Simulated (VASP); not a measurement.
The system is Ag.

```
Ag
1.0
     2.93000    0.00000    0.00000
    -1.46500    2.53745    0.00000
     0.00000    0.00000    4.79000
Ag
2
Direct
  0.30658 0.68776 0.27042
  0.67851 0.38343 0.75703
```

This isn't the form of Ag at room conditions, which is fcc.

The cell isn't the ideal one: atoms shaken by about 0.15 Å, then relaxed with the cell.

```yaml
Program: VASP 6.6.1
Task: relaxation of cell and atoms
Functional: LDA
Potentials_or_basis: VASP PAW LDA potentials, release 64 (Ag)
Cutoff: 600 eV
k_mesh: 9 × 9 × 5
Occupations: fermi-dirac, width 0.05 eV
Spin: no spin polarisation
```

At the start: pressure -10.6 GPa; volume 17.81 Å³/atom.

**Question.** How do energy, volume and symmetry change on relaxing?

**Answer.** Over 19 steps the energy falls by 75.3 meV/atom and the volume is 16.02 Å³/atom (-10.0 %); space group P6_3/mmc (No. 194, to 0.05 Å).

Step by step:
| step | energy change (eV) | largest force (eV/Å) | pressure (GPa) | volume (Å³) |
| --- | --- | --- | --- | --- |
| 1 | 0.0000 | 0.2618 | -10.60 | 35.61 |
| 2 | -0.0628 | 0.4009 | 11.83 | 29.88 |
| 3 | -0.1368 | 0.3601 | 0.28 | 32.07 |
| 4 | -0.1458 | 0.1478 | 0.09 | 32.04 |
| 5 | -0.1471 | 0.0794 | 0.17 | 32.02 |
| 6 | -0.1471 | 0.0784 | 0.17 | 32.02 |
| 7 | -0.1480 | 0.0704 | -0.23 | 32.10 |
| 8 | -0.1483 | 0.0656 | -0.40 | 32.17 |
| 9 | -0.1479 | 0.0669 | -1.08 | 32.30 |
| 10 | -0.1484 | 0.0692 | -0.58 | 32.20 |
| 11 | -0.1489 | 0.0600 | -0.33 | 32.13 |
| 12 | -0.1494 | 0.0510 | 0.19 | 32.00 |
| 13 | -0.1494 | 0.0493 | 0.36 | 31.97 |
| 14 | -0.1499 | 0.0306 | 0.31 | 31.99 |
| 15 | -0.1502 | 0.0188 | 0.22 | 32.01 |
| 16 | -0.1504 | 0.0079 | -0.03 | 32.05 |
| 17 | -0.1504 | 0.0072 | 0.00 | 32.04 |
| 18 | -0.1505 | 0.0062 | 0.00 | 32.04 |
| 19 | -0.1505 | 0.0039 | 0.00 | 32.05 |

Final structure:
```
Ag
1.0
     2.81801   -0.00037    0.00251
    -1.40932    2.43953    0.00078
     0.00411    0.00389    4.66203
Ag
2
Direct
  0.32576 0.70133 0.26375
  0.65933 0.36986 0.76370
```
